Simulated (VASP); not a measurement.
VASP runs on CdS (space group P6_3mc) share one base input (LDA (Ceperley-Alder, Perdew-Zunger), plane waves, VASP's LDA PAW potentials (set 64)) and change the settings named in each case.

### KPOINTS
```
Automatic mesh
0
Gamma
6 6 4
0 0 0
```

**INCAR**
```
SIGMA = 0.02
NELM = 100   ! most electronic steps
PREC = Accurate
ISIF = 2   ! forces and stress, cell fixed
EDIFF = 1E-6
ALGO = Normal
LMAXMIX = 4   ! l cut-off of mixed one-centre charges
LCHARG = F
ISMEAR = -1   ! Fermi-Dirac
ENCUT = 300   ! plane-wave cut-off (eV)
LREAL = F   ! projection in real space or not
SYSTEM = CdS
LWAVE = F
LASPH = T   ! aspherical one-centre terms
```

File POSCAR:
```
CdS
13.440
  0.1540178571  -0.2667667411   0.0000000000
  0.1540178571   0.2667667411   0.0000000000
  0.0000000000   0.0000000000   0.5000000000
Cd S
2 2
Cart
  0.1540178571  -0.0889224249   0.2500000000
  0.1540178571   0.0889224249   0.0000000000
  0.1540178571  -0.0889224249   0.4385000000
  0.1540178571   0.0889224249   0.1885000000
```

POTCAR, in this order: Cd S (LDA.64 set). Program: vasp_std.

| change | E(σ→0) (eV/atom) | pressure (GPa) |
|---|---|---|
| base run | -3.6951 | -2.30 |
| GGA = PS, POTCAR Cd S (PBE.64 set) | -3.4057 | … |
| GGA_COMPAT = .FALSE., LNONCOLLINEAR = .TRUE., LSORBIT = .TRUE., MAGMOM = 0.0 0.0 0.0 0.0 0.0 0.0 0.0 0.0 0.0 0.0 0.0 0.0, program vasp_ncl | -3.7102 | … |
| KPOINTS 2×2×1 Γ-centred mesh | -3.4869 | -1.66 |

Task: Fill in the missing entries.

Result: 
- GGA_COMPAT = .FALSE., LNONCOLLINEAR = .TRUE., LSORBIT = .TRUE., MAGMOM = 0.0 0.0 0.0 0.0 0.0 0.0 0.0 0.0 0.0 0.0 0.0 0.0, program vasp_ncl, pressure (GPa): -2.46
- GGA = PS, POTCAR Cd S (PBE.64 set), pressure (GPa): -0.31

Energies of different potentials or functionals have different zeros.  At 300 eV the pressure can carry a Pulay error.

Left out are runs that ran out of time, are held back, or changed the cell or the kind of run, fixed moments of cells without a moment, rows past the twelfth, gaps on odd meshes, pressures of charged cells and columns that move by less than the noise.

The structure is a typed CdS crystal. The cell was not relaxed at this level.
